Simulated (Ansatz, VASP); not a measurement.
## Cross-check of ReI2 between VASP and Ansatz

One calculation is typed for both programs; each brings its own data sets. How far apart do they land? The structure shown is the start of the Ansatz relaxation below; VASP solves that cell, so the two are compared at the walk's first step.

Calculated with Ansatz 0.2.0; plane waves, with VASP 6.6.1 beside it; single point at LDA.

### 1. The starting structure

The cell holds 3 atoms: 1 Re and 2 I. Its edges and angles: a = 4.172 Å, b = 4.172 Å, c = 30.818 Å, α = 90.0°, β = 90.0°, γ = 120.0°. Vacuum lies along c. The height across the vacuum is the one that the program set for its solve, not the one typed.

### 2. Ansatz: relaxation, LDA

Ansatz runs on its default PAW (the set named soft_2) files.

The two programs are compared at the cell with which this relaxation starts, whose forces are those of its first step.

Contents of input.yaml:

```yaml
crystal:
  lattice:
    - [4.172, 0.0, 0.0]
    - [-2.086, 3.6130579846, 0.0]
    - [0.0, 0.0, 19.5091529842]
  atoms:
    - { symbol: Re, position: [0.0, 0.0, 0.5] }
    - { symbol: I, position: [0.3333333333, 0.6666666667, 0.5899360671] }
    - { symbol: I, position: [0.6666666667, 0.3333333333, 0.4100639329] }
  periodic: [true, true, false]
kpoints:
  mp_grid: { grid: [6, 6, 1] }
hamiltonian:
  xc: lda
scf:
  occupations: { method: fermi_dirac, width: 0.02 }
relax:
  f_tol: 0.01
  max_steps: 80
  cell: {}
output:
  write_density: true
  write_potential: true
  elf: true
  volumetric_format: npy
```

Command:

```sh
ansatz run input.yaml --threads 4 --pin off --max-ram 14745MiB --backend cpu --events-out ev --progress --plain --runs-dir out
```

Numbers of over 12 decimals in the logs are rounded to 6 here.

Log:

```text
Warning: crystal.periodic: the lattice vector that does not repeat stood 0.000° off the slab's normal, 19.509 Å along it as the deck builds it. The run solves the slab on a vector along the normal, 30.818 Å long, with every atom where it was (on the deck's vector they left 16.00 Å outside them, and the widest stretch free of ions among them is 1.75 Å). A fractional position that the run reports is one of the run's ce [...]
crystal.periodic: the lattice vector that does not repeat stood 0.000° off the slab's normal, 19.509 Å along it as the deck builds it. The run solves the slab on a vector along the normal, 30.818 Å long, with every atom where it was (on the deck's vector they left 16.00 Å outside them, and the widest stretch free of ions among them is 1.75 Å). A fractional position that the run reports is one of the run's cell, which [...]
Engine: ansatz 0.2.0, aarch64-unknown-linux-gnu
Pseudopotentials: kind: paw
Pseudopotential: Re, paw, valence charge 15, recommended cutoff 420 eV (normal), Re.paw.azcp
Pseudopotential: I, paw, valence charge 17, recommended cutoff 420 eV (normal), I.paw.azcp
Functional definition: SPW92
  exchange = slater_x
  correlation = pw_c
Crystal: 3 atoms, lattice volume = 464.545 Å³
Basis set: ecut = 420 eV, 8941 PW (Γ)
Bands: 30, of which v1, the nominal top of the filled ones, is band 25 counted from 1 (24 counted from 0)
Symmetry: 12 space group operations
Space group: P-3m1 (ITA 164), of the structure as read, at distance tolerance 7.7e-5 Å
k-points: 7 of 36
Non-local potential: Re, projectors of the file, l = 0: 3, l = 1: 2, l = 2: 2, l = 3: 1
Non-local potential: I, projectors of the file, l = 0: 2, l = 1: 2, l = 2: 2, l = 3: 2
PAW form: soft (Blöchl's): semilocal exchange-correlation on the pseudo side does not see the compensation charge
PAW frozen core: Re, regenerated for the run's functional, and the local potential with it (the file was generated under x = pbe(κ = 0.804, μ = 0.219515), c = pbe(β = 0.066725))
PAW frozen core: I, regenerated for the run's functional, and the local potential with it (the file was generated under x = pbe(κ = 0.804, μ = 0.219515), c = pbe(β = 0.066725))
PAW one-centre angular grid: Re, 590 points (default); XC on 64 Gauss nodes
PAW one-centre angular grid: I, 590 points (default); XC on 64 Gauss nodes
Initial density: superposition of atomic densities (neutral atoms: chi_scale 0, normalization atom), corrected by the library's trained network
Initial wavefunctions: pseudopotential atomic-orbital guess
Functional: x = slater, c = lda
SCF iter   1: F=—  HF=-25315.575235 eV  |F-HF|=—  |Δ(HF+E_count)|=         —  Δρ=4.54e-3  dr2=4.75e-2  ethr=1.77e-3  ⟨swp⟩=16.1  Hψ=1487  notcnv=0
preconditioner: auto → LDOS  [metal: Δε(μ)=0.027 eV  Ē_g=7.372 eV  σ=0.020 eV  W_gap=0.32  n_scr=60 (ndim 8)  ℏωp=7.9 eV  f_vac=0.761  D(μ)=14.16/eV (n_scr^D=112)  β→1.0]
[...]
SCF iter   5: F=-25317.329772 eV  HF=-25317.329772 eV  |F-HF|=2.30e-8  |Δ(HF+E_count)|=   7.94e-8  Δρ=2.66e-6  dr2=3.98e-8  ethr=1.98e-10  ⟨swp⟩=12.7  Hψ=1932  notcnv=0
SCF 6 converged in 5 iterations: F = -25317.329772 eV  dr2 = 3.98e-8
relax step   6: F+E_penalty+E_count = -25317.32977211 eV  Δ(F+E_penalty+E_count) = -1.374e-4 eV  max|allowed force component| = 2.830e-3 eV/Å  Δτ_max = 0.0042 Å  P = -0.005 N/m  Ω = 426.359 Å³  energy of the carried Pulay correction = +1.936e-3 eV  fix = [c, alpha, beta]  reactions: c -0.000 N/m  (5 SCF iters, dr2 threshold 9.72e-8 eV, accepted)
Initial wavefunctions: pseudopotential atomic-orbital guess (no wavefunctions were taken with the density)
iter 1 solved again at ethr=1.67e-6 eV; its pass at ethr=3.10e-3 eV (dr2=8.17e-4 eV) is discarded
SCF iter   1: F=—  HF=-25317.327670 eV  |F-HF|=—  |Δ(HF+E_count)|=         —  Δρ=5.89e-5  dr2=2.02e-6  ethr=1.67e-6  ⟨swp⟩=5.1  Hψ=2301  notcnv=0
eigensolver tolerance schedule: the retry pair's looser diagonalisation over-reported the residual by 403.65 of it (diagonalisation noise at 0.28 of the residual, at the tolerance the schedule requests for it); recorded, not acted on — ethr = c·dr2/N_el stays at c = 1.0e-1
preconditioner: auto → LDOS  [insulator: Δε(μ)=0.099 eV  Ē_g=8.719 eV  σ=0.020 eV  W_gap=0.54  n_scr=48 (ndim 8)  ℏωp=8.2 eV  f_vac=0.784  D(μ)=7.42/eV (n_scr^D=16)  ε∞_Penn≈1.9  β→1.0]
SCF iter   2: F=—  HF=-25317.327771 eV  |F-HF|=—  |Δ(HF+E_count)|=   1.00e-4  Δρ=1.14e-5  dr2=3.31e-7  ethr=4.12e-9  ⟨swp⟩=4.3  Hψ=560  notcnv=0
SCF iter   3: F=—  HF=-25317.327771 eV  |F-HF|=—  |Δ(HF+E_count)|=   1.94e-7  Δρ=4.42e-6  dr2=6.01e-8  ethr=6.76e-10  ⟨swp⟩=3.0  Hψ=453  notcnv=0
SCF iter   4: F=—  HF=-25317.327771 eV  |F-HF|=—  |Δ(HF+E_count)|=   8.17e-9  Δρ=8.50e-7  dr2=2.72e-9  ethr=1.23e-10  ⟨swp⟩=3.9  Hψ=521  notcnv=0
SCF iter   5: F=—  HF=-25317.327771 eV  |F-HF|=—  |Δ(HF+E_count)|=  3.75e-10  Δρ=2.65e-7  dr2=4.88e-10  ethr=5.55e-12  ⟨swp⟩=2.1  Hψ=421  notcnv=0
SCF iter   6: F=—  HF=-25317.327771 eV  |F-HF|=—  |Δ(HF+E_count)|=  2.26e-10  Δρ=1.64e-7  dr2=2.06e-10  ethr=1.00e-12  ⟨swp⟩=2.1  Hψ=305  notcnv=0
SCF iter   7: F=—  HF=-25317.327771 eV  |F-HF|=—  |Δ(HF+E_count)|=  2.66e-10  Δρ=5.98e-8  dr2=2.56e-11  ethr=1.00e-12  ⟨swp⟩=2.0  Hψ=237  notcnv=0
SCF iter   8: F=-25317.327771 eV  HF=-25317.327771 eV  |F-HF|=5.09e-11  |Δ(HF+E_count)|=  7.64e-11  Δρ=2.60e-8  dr2=3.92e-12  ethr=1.00e-12  ⟨swp⟩=12.0  Hψ=1336  notcnv=0
SCF 7 converged in 8 iterations: F = -25317.327771 eV  dr2 = 3.92e-12
relax step   7: F+E_penalty+E_count = -25317.32777059 eV  Δ(F+E_penalty+E_count) = +2.002e-3 eV  max|allowed force component| = 2.598e-3 eV/Å  Δτ_max = 0.0000 Å  P = -0.007 N/m  Ω = 426.359 Å³  fix = [c, alpha, beta]  reactions: c -0.000 N/m  stress off target by 6.73e-3 N/m on what of the cell is left free  SCF on the basis re-selected at this cell (its energy is not comparable with the rows above)  (8 SCF iters)
basis re-selected at this cell: Δ(F+E_penalty+E_count) = +2.002e-3 eV, ΔP = -0.002 N/m vs the last step (what re-selecting the basis moved, of the pressure what is left beyond the Pulay correction that the steps carried, after the strain that the cell walked since its last selection, with what the two solves' SCF thresholds leave and, on support functions, any second-order correction that the steps lacked; it is no measure of the basis error at this ecutwfc). The dense FFT grid was sized anew with the basis: this SCF ran on 27×27×216 points, the steps before it on 30×30×216, so part of this shift can come from that change (see relax.cell in the input reference). [rest of the remark cut]
WARN: The output density's exchange-correlation potential varies sharply where the density is thin. Do not read a vacuum level from v_tot or v_xc, or from such a field of the output density. On a cell that repeats whose density bears no net charge and no dipole along the vacuum's axis use v_es (v_loc + v_h of the components); under efield.dipole_correction with no amplitude use v_es + v_field, which holds any externa [...]
SCF converged after 8 iterations
Free energy (F): -25317.327771 eV
Harris-Foulkes:  -25317.327771 eV  (|F-HF|=5.09e-11)
Internal energy: -25317.318431 eV  (E = F + TS)
E sigma→0 (E₀):  -25317.323101 eV
Entropy (-TS):   -0.009339 eV (-3.113 meV/atom)
Fermi energy:    -4.131569 eV
--- Per-component energies (eV) ---
  E_band       = -1652.404686
  E_kinetic    = 925.454858
  E_local      = -103173.160111  (includes V_loc(G=0)·N_el)
  E_nonlocal   = -112.081681
  E_hartree    = 51129.580641
  E_xc         = -654.838014
  E_vxc        = -561.486938  (∫ρ·V_xc dr)
  E_paw        = -17724.055214  (= ΣΔE_a)
  E_vpaw       = -990.291878  (= ΣTr[D̂ρ^β])
  E_aug_tail   = -0.000028  (compensation charges beyond the density's cutoff)
  E_ewald      = 44289.899612
  E_core_change = 1.881506  (= ΣΔE_core)
  E_smearing   = -0.009339  (= −TS)
  E_closure    = -0.000000  (closes the sum)
  Σ components = -25317.327771   (vs F -25317.327771, Δ=0.00e0)
--- Forces (eV/Å), atoms counted from 1 ---
  atom   1  Re    -0.00000000    -0.00000000     0.00000000
  atom   2  I     -0.00000000    -0.00000000    -0.00259792
  atom   3  I      0.00000000     0.00000000     0.00259792
  max |Σ_I F_I| component: 2.31e-18 eV/Å
--- 2D stress c σ (N/m, compression-positive) ---
       -0.006732       0.000000      -0.000000
        0.000000      -0.006732      -0.000000
       -0.000000      -0.000000      -0.000000
  P = ½ c Tr σ = -0.0067 N/m
--- Band table (eV; the first three rows and the last of 7) ---
  k-point 0: bands = [... 21 lower, -6.4416, -5.3489, -5.3489, -4.5880, -1.4428, -1.4428, -1.2606, -0.9693, ... 1 higher]
  k-point 1: bands = [... 21 lower, -6.5705, -5.2373, -4.6466, -4.0453, -2.6406, -1.8391, -0.5616, -0.2173, ... 1 higher]
  k-point 2: bands = [... 21 lower, -7.0674, -5.3635, -4.3526, -4.1273, -2.3179, -1.8358, -1.0389, 0.5385, ... 1 higher]
  k-point 6: bands = [... 21 lower, -8.1685, -5.1273, -4.1132, -4.1132, -2.3400, -2.3400, 0.1698, 1.7318, ... 1 higher]
  the weakly bound empty levels are not read free of the cell's end (no_gap_told)
--- Relaxed structure (6 steps of the walk, 6 accepted, 1 SCFs on fresh bases) ---
  F+E_penalty+E_count = -25317.32777059 eV   max|allowed force component| = 2.598e-3 eV/Å   (the final SCF, on the basis selected at the relaxed cell)
  cell:  # Å, volume = 426.3593 Å³
    - [3.996853, 0, 0]
    - [-1.998427, 3.461376, 0]
    - [0, 0, 30.818306]
  atoms:
    - { symbol: Re, position: [0, 0, 0.316519] }
    - { symbol: I, position: [0.333333, 0.666667, 0.360668] }
    - { symbol: I, position: [0.666667, 0.333333, 0.272370] }
```

In the SCF lines HF is the Harris–Foulkes energy and dr2 the Hartree energy of the density residual, in eV; the loop may stop once dr2 is under the threshold and the program's other checks hold. Hψ counts applications of the Hamiltonian.

### 3. VASP: single point, LDA, start cell

The same cell, functional (in two slightly different forms), mesh and smearing now go to VASP, with its own data sets.

Lines of VASP's logs that name or quote its potential files are left out, and so is its time.

Contents of INCAR:

```
SYSTEM = ReI2
PREC = Accurate
ENCUT = 520
EDIFF = 1E-06
NELM = 120
ISMEAR = -1
SIGMA = 0.02
LREAL = .FALSE.
ALGO = Normal
GGA = CA
NBANDS = 16
LASPH = .TRUE.
LORBIT = 11
LWAVE = .FALSE.
LCHARG = .FALSE.
ISIF = 2
LDIPOL = .TRUE.
IDIPOL = 3
DIPOL = 0.5 0.5 0.317
LVHAR = .TRUE.
GGA_COMPAT = .FALSE.
NELMDL = -8
```

Contents of POSCAR:

```
ReI2
1.0
    4.1720000000      0.0000000000      0.0000000000
   -2.0860000000      3.6130580000      0.0000000000
    0.0000000000      0.0000000000     30.8183060000
Re I
1 2
Direct
    0.0000000000      0.0000000000      0.3165188898
    0.3333332872      0.6666665744      0.3734518374
    0.6666667128      0.3333334256      0.2595859746
```

Contents of KPOINTS:

```
Automatic mesh
0
Gamma
6 6 1
0 0 0
```

The projector-augmented-wave data sets are Re and I (LDA family, release 64).

Command:

```sh
mpirun -np 1 vasp_std
```

Log:

```text
[banner, memory and clock lines left out]
running    1 mpi-ranks, on    1 nodes
 distrk:  each k-point on    1 cores,    1 groups
 distr:  one band on    1 cores,    1 groups

 POSCAR found type information on POSCAR ReI
 POSCAR found :  2 types and       3 ions
 LDA part: xc-table for (Slater(with rela. corr.)+CA(PZ))
 , standard interpolation
 POSCAR, INCAR and KPOINTS ok, starting setup
 FFT: planning ... GRIDC
 FFT: planning ... GRID_SOFT
 FFT: planning ... GRID
 WAVECAR not read
 entering main loop
       N       E                     dE             d eps       ncg     rms          rms(c)
DAV:   1     0.170486339652E+03    0.17049E+03   -0.54429E+03   224   0.853E+02
DAV:   2     0.125702681002E+02   -0.15792E+03   -0.15152E+03   432   0.278E+02
DAV:   3    -0.123353131188E+02   -0.24906E+02   -0.24530E+02   328   0.782E+01
DAV:   4    -0.144763176739E+02   -0.21410E+01   -0.21139E+01   320   0.465E+01
DAV:   5    -0.145215642568E+02   -0.45247E-01   -0.45224E-01   360   0.485E+00
DAV:   6    -0.145225368487E+02   -0.97259E-03   -0.97256E-03   360   0.998E-01
DAV:   7    -0.145225634296E+02   -0.26581E-04   -0.26581E-04   352   0.107E-01
DAV:   8    -0.145225646487E+02   -0.12191E-05   -0.12186E-05   376   0.287E-02    0.116E+01
DAV:   9    -0.141789300661E+02    0.34363E+00   -0.76958E-01   384   0.968E+00    0.458E+00
DAV:  10    -0.141145529390E+02    0.64377E-01   -0.23250E-01   312   0.366E+00    0.177E+00
DAV:  11    -0.140928532890E+02    0.21700E-01   -0.86469E-02   336   0.342E+00    0.666E-01
DAV:  12    -0.140919455334E+02    0.90776E-03   -0.74678E-03   368   0.580E-01    0.464E-01
DAV:  13    -0.140907975661E+02    0.11480E-02   -0.23325E-03   328   0.412E-01    0.136E-01
DAV:  14    -0.140909108792E+02   -0.11331E-03   -0.35183E-04   352   0.116E-01    0.421E-02
[...]
DAV:  18    -0.140917800429E+02   -0.11257E-03   -0.63703E-06   336   0.127E-02    0.787E-03
DAV:  19    -0.140918612404E+02   -0.81197E-04   -0.25702E-06   264   0.574E-03    0.357E-03
DAV:  20    -0.140919353141E+02   -0.74074E-04   -0.44927E-06   264   0.893E-03    0.367E-03
DAV:  21    -0.140919656426E+02   -0.30328E-04   -0.94575E-07   248   0.545E-03    0.225E-03
DAV:  22    -0.140919726733E+02   -0.70308E-05   -0.25841E-07   224   0.482E-03    0.221E-03
DAV:  23    -0.140919747874E+02   -0.21140E-05   -0.65014E-08   232   0.336E-03    0.129E-03
DAV:  24    -0.140919795635E+02   -0.47762E-05   -0.13020E-07   208   0.243E-03    0.638E-04
DAV:  25    -0.140919799620E+02   -0.39848E-06   -0.25832E-08   248   0.248E-03
   1 F= -.14091980E+02 E0= -.14081007E+02  d E =-.219450E-01
```

OUTCAR, selected parts (step 3):

```text
ion  position               nearest neighbor table
   1  0.000  0.000  0.317-   3 2.98   3 2.98   3 2.98   2 2.98   2 2.98   2 2.98
   2  0.333  0.667  0.373-   1 2.98   1 2.98   1 2.98
   3  0.667  0.333  0.260-   1 2.98   1 2.98   1 2.98

  LATTYP: Found a hexagonal cell.
 ALAT       =     4.1720000000
 C/A-ratio  =     7.3869381592

 Subroutine GETGRP returns: Found 12 space group operations
 (whereof  6 operations were pure point group operations)

The static configuration has the point symmetry C_3v.
 The point group associated with its full space group is D_3d.

 Found      7 irreducible k-points:

   k-points           NKPTS =      7   k-points in BZ     NKDIM =      7   number of bands    NBANDS=     16

   dimension x,y,z NGX =    32 NGY =   32 NGZ =  240
   dimension x,y,z NGXF=    64 NGYF=   64 NGZF=  480

   ENCUT  =  520.0 eV  38.22 Ry    6.18 a.u.   7.76  7.76 57.30*2*pi/ulx,y,z

   NELECT =      21.0000    total number of electrons

 k-points in reciprocal lattice and weights: Automatic mesh
   0.00000000  0.00000000  0.00000000       0.028
   0.16666667  0.00000000  0.00000000       0.167
   0.33333333 -0.00000000  0.00000000       0.167
   0.50000000 -0.00000000  0.00000000       0.083
   0.16666667  0.16666667  0.00000000       0.167
   0.33333333  0.16666667  0.00000000       0.333
   0.33333333  0.33333333  0.00000000       0.056

 dipolmoment           0.000000      0.000000     -0.000009 electrons x Angstroem

 average (electrostatic) potential at core
       1 -49.7048       2-100.0400       3-100.0399

 E-fermi :  -2.2523

 k-point     1 :       0.0000    0.0000    0.0000
  band No.  band energies     occupation
    ...
      7      -4.5107      2.00000
      8      -4.5107      2.00000
      9      -3.0043      2.00000
     10      -3.0020      2.00000
     11      -3.0020      2.00000
     12      -1.2284      0.00000
     13      -1.2284      0.00000
     14      -0.5229      0.00000
     15       0.9158      0.00000
     16       1.5150      0.00000

 k-point     2 :       0.1667    0.0000    0.0000
  band No.  band energies     occupation
    ...
      7      -5.1706      2.00000
      8      -4.8842      2.00000
      9      -3.1220      2.00000
     10      -2.6337      2.00000
     11      -2.5231      2.00000
     12      -1.6535      0.00000
     13      -1.3272      0.00000
     14       0.1798      0.00000
     15       1.5762      0.00000
     16       1.8799      0.00000

 k-point     3 :       0.3333   -0.0000    0.0000
  band No.  band energies     occupation
    ...
      7      -5.5270      2.00000
      8      -5.2920      2.00000
      9      -3.3574      2.00000
     10      -2.3155      1.91838
     11      -2.2305      0.50296
     12      -1.3149      0.00000
     13      -1.2778      0.00000
     14      -0.0577      0.00000
     15       1.4694      0.00000
     16       2.5792      0.00000

  Total       -8.1991076     -8.1991077     -9.4875991      0.0000000     -0.0000000      0.0000000
  in kB      -28.2780313    -28.2780316    -32.7219301      0.0000000     -0.0000000      0.0000000
  external PRESSURE =     -29.7593310 kB  Pullay stress =       0.0000000 kB

  energy-cutoff  :      520.00
  volume of cell :      464.55
      direct lattice vectors                 reciprocal lattice vectors
     4.172000000  0.000000000  0.000000000     0.239693193  0.138386929  0.000000000
    -2.086000000  3.613058000  0.000000000     0.000000000  0.276773857  0.000000000
     0.000000000  0.000000000 30.818306000     0.000000000  0.000000000  0.032448247

 POSITION                                       TOTAL-FORCE (eV/Angst)
 -----------------------------------------------------------------------------------
      0.00000      0.00000      9.75458         0.000000      0.000000     -0.000000
      0.00000      2.40870     11.50915         0.000000      0.000000     -2.700591
      2.08600      1.20435      8.00000        -0.000000     -0.000000      2.700591
 -----------------------------------------------------------------------------------
    total drift:                               -0.000000      0.000000     -0.000838

  FREE ENERGIE OF THE ION-ELECTRON SYSTEM (eV)
  ---------------------------------------------------
  free  energy   TOTEN  =       -14.0919799620 eV

  energy  without entropy=      -14.0700349484  energy(sigma->0) =      -14.08100746

 vacuum level on the upper side and lower side of the slab         1.904         1.904

 total charge
# of ion       s       p       d       tot
------------------------------------------
    1        0.350   0.218   4.766   5.334
    2        1.512   2.661   0.036   4.209
    3        1.512   2.661   0.036   4.209
--------------------------------------------------
tot          3.374   5.540   4.839  13.752

[... 3 further parts left out ...]
```

The data set Re keeps the semicore shell frozen, which is cheaper and a little less accurate.

### 4. Differences

Known differences besides the potentials themselves: the two LDA forms differ slightly; Ansatz cuts the interaction across the vacuum, VASP repeats the sheet with a dipole correction; the data sets hold 49 valence electrons in Ansatz (on its default PAW (the set named soft_2) files) and 21 in VASP; the cutoff is 420 eV in Ansatz and 520 eV in VASP; VASP's log shows a relativistic correction to its local exchange, Ansatz's none. Total energies have different zeros and are not compared.

Forces (eV/Å; atoms numbered as in POSCAR):

| atom | Ansatz x, y, z | VASP x, y, z |
| --- | --- | --- |
| Re1 | 0.000, 0.000, 0.000 | 0.000, 0.000, 0.000 |
| I2 | 0.000, 0.000, -2.707 | 0.000, 0.000, -2.701 |
| I3 | 0.000, 0.000, 2.707 | 0.000, 0.000, 2.701 |

The forces differ by 2.9 meV/Å r.m.s., which is 0.2 % of the r.m.s. force of 1.273 eV/Å (both taken over all components). With vacuum in the cell, a pressure given here is an average over mostly empty space and none of the material.

### 5. Outcome

```json
{"r.m.s. force difference (single point, LDA, start cell)": "0.23 % of the r.m.s. force"}
```

**Reading.** The r.m.s. force difference is 0.23 % of the r.m.s. force (single point, LDA, start cell), within the 3 % picked in this series as the mark of a large difference. The data sets hold unlike numbers of valence electrons (49 in Ansatz and 21 in VASP), so part of the differences comes from the potentials. How closely two codes agree says nothing of how well the functional describes the real material.

[Lines on the potential files, build, host, timing and source positions are cut from VASP's logs without a mark.]

[Logs are printed without paths, hosts, clocks, repeated set-up lines and the standing remarks that a program may print on its own settings, such as how far it seeks lower states.]

[Hosts, paths, dates, database ids (printed as entryN), source tags and the programs' standing remarks are cut or masked in the printed files.]
